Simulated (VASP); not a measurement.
# ZnHgO2 (P4/mmm) in VASP: relaxation of cell and atoms with RPBE+D4

Aim: the relaxation of cell and atoms of ZnHgO2 with RPBE+D4.

Everything below comes from runs of VASP 6.6.1. Logs are shortened: lines on timing, memory, paths and dates and some standing lists are left out, and cuts for length are marked.

### Step 1. The structure

Symmetry: P4/mmm, No. 123, tetragonal system. The conventional cell has a = 4.009 Å, b = 4.009 Å, c = 3.305 Å, α = 90.00°, β = 90.00°, γ = 90.00°. Zn (site symmetry 4/mmm) is surrounded by 4 O at 2.00 Å. Around Hg (site symmetry 4/mmm) lie 8 O at 2.60 Å. O (site symmetry mmm) is surrounded by 2 Zn at 2.00 Å.

The cell was built by a generator and needn't be a form met in nature.

### Step 2. Relaxation of cell and atoms, RPBE+D4

The input, INCAR:

```
ALGO = Normal
EDIFF = 1E-6
EDIFFG = -0.02
ENCUT = 600
GGA = RP
IBRION = 2
ISIF = 3
ISMEAR = -1
IVDW = 13
LASPH = True
LCHARG = False
LREAL = False
LWAVE = False
NELM = 100
NSW = 40
PREC = Accurate
SIGMA = 0.05
```

The input, KPOINTS:

```
k-points
0
Gamma
  5 5 6
```

The input, POSCAR:

```
ZnHgO2
1.0
    4.0092200000      0.0000000000      0.0000000000
    0.0000000000      4.0092200000      0.0000000000
    0.0000000000      0.0000000000      3.3045900000
Zn Hg O
1 1 2
Direct
    0.0000000000      0.0000000000      0.0000000000
    0.5000000000      0.5000000000      0.5000000000
    0.5000000000      0.0000000000      0.0000000000
    0.0000000000      0.5000000000      0.0000000000
```

Potentials or basis: VASP PAW PBE potentials, release 64 (Zn, Hg, O).

The run is started by

```bash
cat potpaw_PBE.64/Zn/POTCAR potpaw_PBE.64/Hg/POTCAR potpaw_PBE.64/O/POTCAR > POTCAR
mpirun -np 1 vasp_std > vasp.out
```

OUTCAR:

```text
EDIFF = 1E-6
   EDIFFG = -0.02
   ENCUT = 600
   GGA = RP
   IBRION = 2
   ISIF = 3
   ISMEAR = -1
   IVDW = 13
   LASPH = True
   LREAL = False
   NELM = 100
   NSW = 40
   PREC = Accurate

 ion  position               nearest neighbor table
   1  0.000  0.000  0.000-   3 2.00   4 2.00   4 2.00   3 2.00   2 3.28   2 3.28   2 3.28   2 3.28
                             2 3.28   2 3.28   2 3.28   2 3.28
   2  0.500  0.500  0.500-   3 2.60   4 2.60   3 2.60   4 2.60   3 2.60   3 2.60   4 2.60   4 2.60
                             1 3.28   1 3.28   1 3.28   1 3.28   1 3.28   1 3.28   1 3.28   1 3.28
   3  0.500  0.000  0.000-   1 2.00   1 2.00   2 2.60   2 2.60   2 2.60   2 2.60
   4  0.000  0.500  0.000-   1 2.00   1 2.00   2 2.60   2 2.60   2 2.60   2 2.60

  LATTYP: Found a simple tetragonal cell.
 ALAT       =     4.0092200000
 C/A-ratio  =     0.8242476093

  Lattice vectors:

 A1 = (   4.0092200000,   0.0000000000,   0.0000000000)
 A2 = (   0.0000000000,   4.0092200000,   0.0000000000)
 A3 = (   0.0000000000,   0.0000000000,   3.3045900000)

Analysis of symmetry for initial positions (statically):
=====================================================================
 Subroutine PRICEL returns:
 Original cell was already a primitive cell.

 Routine SETGRP: Setting up the symmetry group for a
 simple tetragonal supercell.

 Subroutine GETGRP returns: Found 16 space group operations
 (whereof 16 operations were pure point group operations)
 out of a pool of 16 trial point group operations.

The static configuration has the point symmetry D_4h.

Analysis of symmetry for dynamics (positions and initial velocities):
=====================================================================
 Subroutine PRICEL returns:
 Original cell was already a primitive cell.

 Routine SETGRP: Setting up the symmetry group for a
 simple tetragonal supercell.

 Subroutine GETGRP returns: Found 16 space group operations
 (whereof 16 operations were pure point group operations)
 out of a pool of 16 trial point group operations.

The dynamic configuration has the point symmetry D_4h.

 Subroutine INISYM returns: Found 16 space group operations
 (whereof 16 operations are pure point group operations),
 and found     1 'primitive' translations

----------------------------------------------------------------------------------------

                                     Primitive cell

  volume of cell :      53.1175

  direct lattice vectors                    reciprocal lattice vectors
     4.009220000  0.000000000  0.000000000     0.249425075  0.000000000  0.000000000
     0.000000000  4.009220000  0.000000000     0.000000000  0.249425075  0.000000000
     0.000000000  0.000000000  3.304590000     0.000000000  0.000000000  0.302609401

  length of vectors
     4.009220000  4.009220000  3.304590000     0.249425075  0.249425075  0.302609401

  position of ions in fractional coordinates (direct lattice)
     0.000000000  0.000000000  0.000000000
     0.500000000  0.500000000  0.500000000
     0.500000000  0.000000000  0.000000000
     0.000000000  0.500000000  0.000000000

  ion indices of the primitive-cell ions
   primitive index   ion index
                 1           1
                 2           2
                 3           3
                 4           4

----------------------------------------------------------------------------------------

 KPOINTS: k-points

Automatic generation of k-mesh.
 Grid dimensions read from file:
 generate k-points for:    5    5    6

 Generating k-lattice:

  Cartesian coordinates                     Fractional coordinates (reciprocal lattice)
     0.049885015  0.000000000  0.000000000     0.200000000  0.000000000  0.000000000
     0.000000000  0.049885015  0.000000000     0.000000000  0.200000000  0.000000000
     0.000000000  0.000000000  0.050434900     0.000000000  0.000000000  0.166666667

  Length of vectors
     0.049885015  0.049885015  0.050434900

  Shift w.r.t. Gamma in fractional coordinates (k-lattice)
     0.000000000  0.000000000  0.000000000

 Subroutine IBZKPT returns following result:
 ===========================================

 Found     24 irreducible k-points:

 Following reciprocal coordinates:
            Coordinates               Weight
  0.000000  0.000000  0.000000      1.000000
  0.200000  0.000000  0.000000      4.000000
  0.400000  0.000000  0.000000      4.000000
  0.200000  0.200000  0.000000      4.000000
  0.400000  0.200000  0.000000      8.000000
  0.400000  0.400000  0.000000      4.000000
[... 16 lines left out ...]
  0.400000  0.200000  0.500000      8.000000
  0.400000  0.400000  0.500000      4.000000
   k-points           NKPTS =     24   k-points in BZ     NKDIM =     24   number of bands    NBANDS=     22
   number of dos      NEDOS =    301   number of ions     NIONS =      4
   total plane-waves  NPLWV =  28672
   dimension x,y,z NGX =    32 NGY =   32 NGZ =   28
   dimension x,y,z NGXF=    64 NGYF=   64 NGZF=   56
   ions per type =               1   1   2
   NGX,Y,Z   is equivalent  to a cutoff of  13.27, 13.27, 14.09 a.u.
   NGXF,Y,Z  is equivalent  to a cutoff of  26.54, 26.54, 28.17 a.u.
 SYSTEM =  unknown system
   PREC   = accura    normal or accurate (medium, high low for compatibility)
   ISTART =      0    job   : 0-new  1-cont  2-samecut
   ICHARG =      2    charge: 1-file 2-atom 10-const
   ISPIN  =      1    spin polarized calculation?
   LNONCOLLINEAR =      F non collinear calculations
   LSORBIT =      F    spin-orbit coupling
   LASPH  =      T    aspherical Exc in radial PAW
   ENCUT  =  600.0 eV  44.10 Ry    6.64 a.u.   8.01  8.01  6.60*2*pi/ulx,y,z
   NELM   =    100;   NELMIN=  2; NELMDL= -5     # of ELM steps
   EDIFF  = 0.1E-05   stopping-criterion for ELM
   LREAL  =      F    real-space projection
   EDIFFG = -.2E-01   stopping-criterion for IOM
   NSW    =     40    number of steps for IOM
   IBRION =      2    ionic relax: 0-MD 1-quasi-New 2-CG
   NFREE  =      1    steps in history (QN), initial steepest desc. (CG)
   ISIF   =      3    stress and relaxation
   ISYM   =      2    0-nonsym 1-usesym 2-fastsym
   POTIM  = 0.5000    time-step for ionic-motion
   TEBEG  =    0.0;   TEEND  =   0.0 temperature during run
   PSTRESS=    0.0 pullay stress
   NELECT =      36.0000    total number of electrons
   NUPDOWN=      -1.0000    fix difference up-down
   EMIN   =  10.00;   EMAX   =-10.00  energy-range for DOS
   EFERMI =   0.00;   METHOD = LEGACY
   ISMEAR =    -1;   SIGMA  =   0.05  broadening in eV -4-tet -1-fermi 0-gaus
   EFERMI_NEDOS =   21; number of points for ismear=-14 and -15
   IALGO  =     38    algorithm
   IMIX   =      4    mixing-type and parameters
     AMIX     =   0.40;   BMIX     =  1.00
     AMIX_MAG =   1.60;   BMIX_MAG =  1.00
  volume/ion in A,a.u.               =      13.28        89.61
  Fermi-wavevector in a.u.,A,eV,Ry     =   1.438014  2.717453 28.135286  2.067885
  Thomas-Fermi vector in A             =   2.557028
   LORBIT       =      0    0 simple, 1 ext, 2 COOP (PROOUT), +10 PAW based schemes
   GGA     = RP    functional components
   LHFCALC =     F    Hartree Fock is set to
   AEXX    =    0.0000 exact exchange contribution
   IVDW    =    13    specifies the selected vdW correction
   LEPSILON=     F    determine dielectric tensor
   LRPA    =     F    only Hartree local field effects (RPA)
 conjugate gradient relaxation of ions
 non-spin polarized calculation
  energy-cutoff  :      600.00
  volume of cell :       53.12
 maximum number of plane-waves:      1785
   NGX = 17   NGY = 17   NGZ = 13

--------------------------------------- Ionic step        1  -------------------------------------------

 number of electron      36.0000026 magnetization

 Free energy of the ion-electron system (eV)
  ---------------------------------------------------
  ext. energy  EPLUGINS =         0.00000000
  ---------------------------------------------------
  free energy    TOTEN  =       -11.55892160 eV

  energy without entropy =      -11.54894584  energy(sigma->0) =      -11.55393372

------------------------ aborting loop because EDIFF is reached ----------------------------------------

  DFT-D4 for vdW energy calculation

  Edisp (eV):   -2.32803

  FORCE on cell =-STRESS in cart. coord.  units (eV):
  Direction    XX          YY          ZZ          XY          YZ          ZX
  --------------------------------------------------------------------------------------
  -------------------------------------------------------------------------------------
  Total      -0.22936    -0.22936    -0.70210     0.00000    -0.00000    -0.00000
  in kB      -6.91829    -6.91829   -21.17747     0.00000    -0.00000    -0.00000
  external pressure =      -11.67 kB  Pullay stress =        0.00 kB

 VOLUME and BASIS-vectors are now :
 -----------------------------------------------------------------------------
  energy-cutoff  :      600.00
  volume of cell :       53.12
      direct lattice vectors                 reciprocal lattice vectors
     4.009220000  0.000000000  0.000000000     0.249425075  0.000000000  0.000000000
     0.000000000  4.009220000  0.000000000     0.000000000  0.249425075  0.000000000
     0.000000000  0.000000000  3.304590000     0.000000000  0.000000000  0.302609401
[... 127 lines left out ...]
 POSITION                                       TOTAL-FORCE (eV/Angst)
 -----------------------------------------------------------------------------------
      0.00000      4.00775     -0.00000         0.000000      0.000000      0.000000
      2.00388      2.00388      1.62876        -0.000000      0.000000      0.000000
      2.00388      4.00775     -0.00000         0.000000     -0.000000      0.000000
     -0.00000      2.00388      3.25752        -0.000000     -0.000000      0.000000
 -----------------------------------------------------------------------------------
    total drift:                                0.000000      0.000000      0.000000

  FREE ENERGIE OF THE ION-ELECTRON SYSTEM (eV)
  ---------------------------------------------------
  free  energy   TOTEN  =       -13.8926141347 eV

  energy  without entropy=      -13.8825009474  energy(sigma->0) =      -13.88755754

--------------------------------------- Ionic step        5  -------------------------------------------

 number of electron      36.0000025 magnetization

 Free energy of the ion-electron system (eV)
  ---------------------------------------------------
  ext. energy  EPLUGINS =         0.00000000
  ---------------------------------------------------
  free energy    TOTEN  =       -11.53484651 eV

  energy without entropy =      -11.52471344  energy(sigma->0) =      -11.52977997

 E-fermi :   2.5088     XC(G=0): -11.1414

 val. band max:        2.4898741356   @ k =   0.4000   0.4000   0.5000
 cond. band min:       2.9229134365   @ k =   0.2000   0.2000   0.0000
 fundamental gap:      0.4330393009
 Fermi energy:         2.5087649211

 k-point     1 :       0.0000    0.0000    0.0000
  band No.  band energies     occupation
      1     -15.7527      2.00000
      2     -14.5560      2.00000
      3      -3.9831      2.00000
      4      -3.5412      2.00000
      5      -3.5286      2.00000
      6      -3.3933      2.00000
[... 14 lines left out ...]
     21      11.5786      0.00000
     22      11.5786      0.00000
[... 599 lines left out ...]
 POSITION                                       TOTAL-FORCE (eV/Angst)
 -----------------------------------------------------------------------------------
      0.00000     -0.00000      0.00000        -0.000000     -0.000000      0.000000
      2.00582      2.00582      1.62551        -0.000000     -0.000000      0.000000
      2.00582      0.00000     -0.00000        -0.000000     -0.000000      0.000000
      0.00000      2.00582     -0.00000         0.000000      0.000000      0.000000
 -----------------------------------------------------------------------------------
    total drift:                                0.000000      0.000000     -0.000000

  FREE ENERGIE OF THE ION-ELECTRON SYSTEM (eV)
  ---------------------------------------------------
  free  energy   TOTEN  =       -13.8927331671 eV

  energy  without entropy=      -13.8826001003  energy(sigma->0) =      -13.88766663

 reached required accuracy - stopping structural energy minimisation
```

Run time: 64 s. Hardware: 1 thread of Intel Xeon Platinum 8375C at 2.90GHz (Ice Lake), shared host; peak memory 0.2 GiB.

What came out:

| Quantity | Value |
| --- | --- |
| Free energy | -13.8927 eV |
| Relaxed volume | 13.08 Å³/atom |
| Relaxed cell | a = 4.012 Å, b = 4.012 Å, c = 3.251 Å, α = 90.00°, β = 90.00°, γ = 90.00° |
| Space group after relaxing (to 0.05 Å) | P4/mmm (No. 123) |
| Energy gained by relaxing | 1.4 meV/atom |
| Ionic steps | 5 |
| Pressure after relaxing | 0.0 GPa |
| Band gap on the k mesh | none (metal or under the smearing width) |
| Dispersion energy per atom | -0.589 eV |

Step by step:
| step | energy change (eV) | largest force (eV/Å) | pressure (GPa) | volume (Å³) |
| --- | --- | --- | --- | --- |
| 1 | 0.0000 | 0.0000 | -1.17 | 53.12 |
| 2 | -0.0040 | 0.0000 | 0.30 | 52.38 |
| 3 | -0.0040 | 0.0000 | 0.35 | 52.33 |
| 4 | -0.0057 | 0.0000 | 0.01 | 52.32 |
| 5 | -0.0058 | 0.0000 | -0.04 | 52.32 |

Final structure:
```
Zn Hg O
1.0
     4.01163    0.00000    0.00000
     0.00000    4.01163    0.00000
     0.00000    0.00000    3.25102
Zn Hg O
1 1 2
Direct
  0.00000 0.00000 0.00000
  0.50000 0.50000 0.50000
  0.50000 0.00000 0.00000
  0.00000 0.50000 0.00000
```

Levels at points of the mesh, in eV from the Fermi level:
| k point | band 14 | band 15 | band 16 | band 17 | band 18 | band 19 | band 20 | band 21 | band 22 |
| --- | --- | --- | --- | --- | --- | --- | --- | --- | --- |
| (0.00, 0.00, 0.00) | -4.64 | -2.42 | -2.09 | -1.74 | -1.74 | -1.32 | 2.35 | 9.07 | 9.07 |
| (0.00, 0.00, 0.50) | -3.22 | -3.22 | -1.01 | -0.53 | -0.53 | 3.63 | 3.74 | 5.79 | 5.88 |

Caveat: the PAW data sets were made with another functional, which shifts forces and pressure a little; pairwise dispersion overbinds metals, which lowers pressure and volume.
